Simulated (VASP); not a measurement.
RbN:

```
Rb N
1.0
     0.00000    3.12425    3.54636
     2.82848    0.00000    3.54636
     2.82848    3.12425    0.00000
Rb N
1 1
Cartesian
  2.8285 3.1242 3.5464
  0.0000 0.0000 0.0000
```

The cell was built by a generator and needn't be a form met in nature.

The cell isn't the ideal one: random cell by space group and Wyckoff sites (Fmmm, No. 69).

Base run:

```yaml
Program: VASP 6.6.1
Functional: PBE
Potentials_or_basis: VASP PAW PBE potentials, release 64 (Rb_sv, N)
Cutoff: 520 eV
k_mesh: 6 × 6 × 6
Occupations: gaussian, width 0.1 eV
Spin: no spin polarisation
```

Its results: band gap on the k mesh none (metal or under the smearing width); pressure -1.6 GPa.

The run is repeated on the same cell with these changes: spin from no spin polarisation to collinear spin, typed start; further incar settings from ALGO = Fast; EDIFF = 1e-06; NBANDS = 14 to ALGO = Fast; EDIFF = 1e-07; NBANDS = 18. What comes out?

Band gap on the k mesh none (metal or under the smearing width); pressure 0.1 GPa; net moment 2.00 μB per cell; site moments Rb +0.03; N +1.25 μB.
